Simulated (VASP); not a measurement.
# C₂H₂S: training a force field on the fly

C₂H₂S, molecule in box, 5 atoms in the cell. PBE, machine-learned force field trained on the fly; PAW potentials C, S, H (PBE set).

## Input

INCAR.step1:
```
SYSTEM = H2C2S
PREC = Normal
ENCUT = 400
EDIFF = 1E-5
LREAL = .FALSE.
ALGO = Fast
NELMIN = 4
NELM = 100
ISYM = 0
ISMEAR = 0
SIGMA = 0.05
LWAVE = .FALSE.
LCHARG = .FALSE.
IBRION = 0
ISIF = 2
TEBEG = 300
POTIM = 0.7
RANDOM_SEED = 213089 0 0
MDALGO = 1
ANDERSEN_PROB = 0.1
NSW = 160
ML_LMLFF = .TRUE.
ML_MODE = train
ML_CTIFOR = 1E-6
ML_WTSIF = 1E-10
ML_NMDINT = 1
ML_ICRITERIA = 0
```

INCAR.step2:
```
SYSTEM = H2C2S
PREC = Normal
ENCUT = 400
EDIFF = 1E-5
LREAL = .FALSE.
ALGO = Fast
NELMIN = 4
NELM = 100
ISYM = 0
ISMEAR = 0
SIGMA = 0.05
LWAVE = .FALSE.
LCHARG = .FALSE.
IBRION = 0
ISIF = 2
TEBEG = 180
POTIM = 0.7
RANDOM_SEED = 734005 0 0
MDALGO = 3
LANGEVIN_GAMMA = 10 10 10
NSW = 2000
TEEND = 375
ML_LMLFF = .TRUE.
ML_MODE = train
ML_CTIFOR = 0.02
ML_WTSIF = 1E-10
ML_NMDINT = 2
```

INCAR.step3:
```
SYSTEM = H2C2S
PREC = Normal
ENCUT = 400
EDIFF = 1E-5
LREAL = .FALSE.
ALGO = Fast
NELMIN = 4
NELM = 100
ISYM = 0
ISMEAR = 0
SIGMA = 0.05
LWAVE = .FALSE.
LCHARG = .FALSE.
ML_LMLFF = .TRUE.
ML_MODE = refit
ML_WTSIF = 1E-10
```

INCAR.step4:
```
SYSTEM = H2C2S
PREC = Normal
ENCUT = 400
ISYM = 0
ISMEAR = 0
SIGMA = 0.05
LWAVE = .FALSE.
LCHARG = .FALSE.
ML_LMLFF = .TRUE.
ML_MODE = run
NWRITE = 2
IBRION = -1
NSW = 0
```

INCAR.step5:
```
SYSTEM = H2C2S
PREC = Normal
ENCUT = 400
EDIFF = 1E-5
LREAL = .FALSE.
ALGO = Fast
NELMIN = 4
NELM = 100
ISYM = 0
ISMEAR = 0
SIGMA = 0.05
LWAVE = .FALSE.
LCHARG = .FALSE.
```

INCAR.step6:
```
SYSTEM = H2C2S
PREC = Normal
ENCUT = 400
ISYM = 0
ISMEAR = 0
SIGMA = 0.05
LWAVE = .FALSE.
LCHARG = .FALSE.
ML_LMLFF = .TRUE.
ML_MODE = run
NWRITE = 0
IBRION = 2
NSW = 300
EDIFFG = -2E-4
ISIF = 2
```

KPOINTS:
```
k-points
0
Gamma
  1 1 1
```

POSCAR.step1:
```
H2C2S
1.0
   10.5000000000      0.0000000000      0.0000000000
    0.0000000000      9.0000000000      0.0000000000
    0.0000000000      0.0000000000      9.0000000000
C S H
2 1 2
Direct
    0.4066333300      0.4236833300      0.5028555600
    0.5206809500      0.4368277800      0.5055444400
    0.6805095100      0.4397277700      0.5119111100
    0.3056809500      0.4135277800      0.5002222200
    0.6943190500      0.5864722200      0.4880888900
```

Commands (each step's output is kept before the next begins):
```
cat potpaw_PBE.64/C/POTCAR potpaw_PBE.64/S/POTCAR potpaw_PBE.64/H/POTCAR > POTCAR
cp INCAR.step1 INCAR
cp POSCAR.step1 POSCAR
mpirun -np 4 vasp_gam > vasp.out
cp ML_ABN ../ML_AB
cp CONTCAR POSCAR
cp ../ML_AB ML_AB
cp INCAR.step2 INCAR
mpirun -np 4 vasp_gam > vasp.out
cp ML_ABN ../ML_AB
cp CONTCAR POSCAR
cp ../ML_AB ML_AB
cp INCAR.step3 INCAR
mpirun -np 4 vasp_gam > vasp.out
cp ML_FFN ../ML_FF
cp ../ML_FF ML_FF
rm ML_AB
cp INCAR.step4 INCAR
mpirun -np 4 vasp_gam > vasp.out
cp INCAR.step5 INCAR
mpirun -np 4 vasp_gam > vasp.out
cp INCAR.step6 INCAR
mpirun -np 4 vasp_gam > vasp.out
cp CONTCAR ../POSCAR.min
cp CONTCAR POSCAR
cp INCAR.step5 INCAR
mpirun -np 4 vasp_gam > vasp.out
cp INCAR.step4 INCAR
mpirun -np 4 vasp_gam > vasp.out
```

## Result

- Force error of the fit (eV/Å): 0.010
- Energy error of the fit (eV/atom): 0.0002

The training runs are MD at 180 to 375 K, 1.5 ps in all.

Between the relaxed minimum and a frame of the training run, the force field gives 0.322 eV and DFT 0.319 eV.

ML_LOGFILE.step1:
```
# STATUS This line describes the overall status of each step.
# STATUS
# STATUS nstep ..... MD time step or input structure counter
# STATUS state ..... One-word description of step action
# STATUS             - "accurate"  (1) : Errors are low, force field is used
# STATUS             - "threshold" (2) : Errors exceeded threshold, structure is sampled from ab initio
# STATUS             - "learning"  (3) : Stored configurations are used for training force field
# STATUS             - "critical"  (4) : Errors are high, ab initio sampling and learning is enforced
# STATUS             - "predict"   (5) : Force field is used in prediction mode only, no error checking
# STATUS             - "predfast"  (6) : Prediction mode only, no error checking, no error estimates
# STATUS             - "interval"  (7) : Errors exceeded threshold, but too close to last sampling (ML_NMDINT)
# STATUS is ........ Integer representation of above one-word description (integer in parenthesis)
# STATUS doabin .... Perform ab initio calculation (T/F)
# STATUS iff ....... Force field available (T/F, False after startup hints to possible convergence problems)
[... 34 lines left out ...]
BEEF                  157   1.02742287E-05   6.58814546E-03   3.07807758E-03   1.00000000E-06   7.84135471E-02   3.23410446E-02
BEEF                  158   1.02489096E-05   6.69430002E-03   3.03903068E-03   1.00000000E-06   7.84189349E-02   3.23321192E-02
BEEF                  159   1.02660333E-05   6.36157273E-03   2.92631015E-03   1.00000000E-06   7.83554718E-02   3.22996285E-02
BEEF                  160   1.02451648E-05   6.18379137E-03   2.87858250E-03   1.00000000E-06   7.77709674E-02   3.20633123E-02
ERR                   157   1.29821089E-04   1.29860754E-02   5.26730192E-01
ERR                   158   1.32398626E-04   1.30777776E-02   5.29470323E-01
ERR                   159   1.32650573E-04   1.31669665E-02   5.36573516E-01
ERR                   160   1.31042810E-04   1.31175960E-02   5.43476909E-01
```

ML_LOGFILE.step2:
```
# STATUS This line describes the overall status of each step.
# STATUS
# STATUS nstep ..... MD time step or input structure counter
# STATUS state ..... One-word description of step action
# STATUS             - "accurate"  (1) : Errors are low, force field is used
# STATUS             - "threshold" (2) : Errors exceeded threshold, structure is sampled from ab initio
# STATUS             - "learning"  (3) : Stored configurations are used for training force field
# STATUS             - "critical"  (4) : Errors are high, ab initio sampling and learning is enforced
# STATUS             - "predict"   (5) : Force field is used in prediction mode only, no error checking
# STATUS             - "predfast"  (6) : Prediction mode only, no error checking, no error estimates
# STATUS             - "interval"  (7) : Errors exceeded threshold, but too close to last sampling (ML_NMDINT)
# STATUS is ........ Integer representation of above one-word description (integer in parenthesis)
# STATUS doabin .... Perform ab initio calculation (T/F)
# STATUS iff ....... Force field available (T/F, False after startup hints to possible convergence problems)
[... 34 lines left out ...]
BEEF                 1997   2.55831272E-05   9.70435602E-03   4.76316669E-03   1.02881163E-02   3.83711466E-02   2.21597321E-02
BEEF                 1998   2.90733844E-05   1.18285270E-02   5.62011790E-03   1.02881163E-02   4.09670073E-02   2.44082632E-02
BEEF                 1999   3.22548616E-05   1.35740993E-02   6.37393240E-03   1.02881163E-02   4.34820140E-02   2.64771661E-02
BEEF                 2000   2.35088689E-05   1.01684332E-02   5.01609418E-03   1.00742728E-02   4.14934577E-02   2.43348872E-02
ERR                  1795   2.69102965E-04   1.97976304E-02   6.22592693E-01
ERR                  1951   2.67579663E-04   1.96615580E-02   6.13545964E-01
ERR                  1996   2.73364403E-04   1.99925771E-02   6.08227956E-01
ERR                  2000   2.73836978E-04   2.01237031E-02   6.04744102E-01
```

ML_LOGFILE.step3:
```
# STATUS This line describes the overall status of each step.
# STATUS
# STATUS nstep ..... MD time step or input structure counter
# STATUS state ..... One-word description of step action
# STATUS             - "accurate"  (1) : Errors are low, force field is used
# STATUS             - "threshold" (2) : Errors exceeded threshold, structure is sampled from ab initio
# STATUS             - "learning"  (3) : Stored configurations are used for training force field
# STATUS             - "critical"  (4) : Errors are high, ab initio sampling and learning is enforced
# STATUS             - "predict"   (5) : Force field is used in prediction mode only, no error checking
# STATUS             - "predfast"  (6) : Prediction mode only, no error checking, no error estimates
# STATUS             - "interval"  (7) : Errors exceeded threshold, but too close to last sampling (ML_NMDINT)
# STATUS is ........ Integer representation of above one-word description (integer in parenthesis)
# STATUS doabin .... Perform ab initio calculation (T/F)
# STATUS iff ....... Force field available (T/F, False after startup hints to possible convergence problems)
[... 20 lines left out ...]
# BEEF bee_ave_stress ... Bayesian error estimate of stresses (average) (kB)
# BEEF              nstep       bee_energy    bee_max_force    bee_ave_force        threshold   bee_max_stress   bee_ave_stress
# BEEF                  2                3                4                5                6                7                8
# SPRSC This line shows the results of sparsification regarding the number
# SPRSC of reference structures and local reference configurations.
# SPRSC
STATUS                  0  learning  3      T      F         0         0
STATUS                  1  accurate  1      F      T         1         1
SPRSC                   0       300       300 C        202       202 S         90        90 H        142       142
ERR                     0   2.00125295E-04   1.00228834E-02   5.94154492E-01
```

Limits: the nuclei move classically.

VASP 6.6.1 took 857 s on 4 cores (Intel Xeon Platinum 8488C (Sapphire Rapids)), a shared host.
